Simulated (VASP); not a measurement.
Write the native input for VASP 6.6.1 that does the following.

* Task: relaxation of cell and atoms
* Functional: PBE
* Potentials or basis: VASP PAW PBE potentials, release 64 (B, C)
* Cutoff: 520 eV
* k mesh: 16 × 16 × 16
* Occupations: gaussian, width 0.1 eV
* Spin: no spin polarisation
* Further INCAR settings: ALGO = Normal; EDIFF = 1e-07; IBRION = 2; POTIM = 0.3; EDIFFG = -0.005; NSW = 60; ISIF = 3

The structure of B2C lies in POSCAR:

```
B2C                                     
1.0
   -1.2878358620      1.7140695286      4.0515599901
    1.2878358620     -1.7140695286      4.0515599901
    1.2878358620      1.7140695286     -4.0515599901
  B               C             
     2     1
Direct
     0.2545298504470193    0.5000000000000000    0.7545298504470195
     0.7454701495529805    0.5000000000000000    0.2454701495529806
     0.0000000000000000    0.0000000000000000    0.0000000000000000
```

The cell was built by a generator and needn't be a form met in nature.

These files were run (other wordings do the same):

INCAR

```
SYSTEM = B2C
PREC = Accurate ; ENCUT = 520
EDIFF = 1E-7 ; ISMEAR = 0
SIGMA = 0.1 ; LREAL = .False.
LASPH = .True. ; NELM = 120
ALGO = Normal ; ISIF = 3
LWAVE = .False. ; LCHARG = .False.
GGA = PE ; IBRION = 2
NSW = 60 ; EDIFFG = -0.005
POTIM = 0.3 ; KPAR = 4
```

KPOINTS

```
Automatic mesh
0
Gamma
  16 16 16
  0 0 0
```

Potentials or basis: VASP PAW PBE potentials, release 64 (B, C).

The run is started by

```bash
$ cat potpaw_PBE.64/B/POTCAR potpaw_PBE.64/C/POTCAR > POTCAR
$ mpirun -np 4 vasp_std > vasp.out
```

Results of the run:

- Relaxed volume: 12.60 Å³/atom
- Relaxed cell: a = 4.788 Å, b = 4.788 Å, c = 4.788 Å, α = 148.80°, β = 138.02°, γ = 53.22°
- Space group after relaxing (to 0.05 Å): Immm (No. 71)
- Energy gained by relaxing: 0.2 meV/atom
- Ionic steps: 30
- Pressure after relaxing: 0.0 GPa
- Largest force after relaxing: 0.005 eV/Å
- Band gap on the k mesh: none (metal or under the smearing width)

Wall time 11 min on 4 MPI ranks on AMD EPYC 9R45 96-Core Processor (Zen 5), with other jobs on the host, peak memory 0.35 GiB a rank.
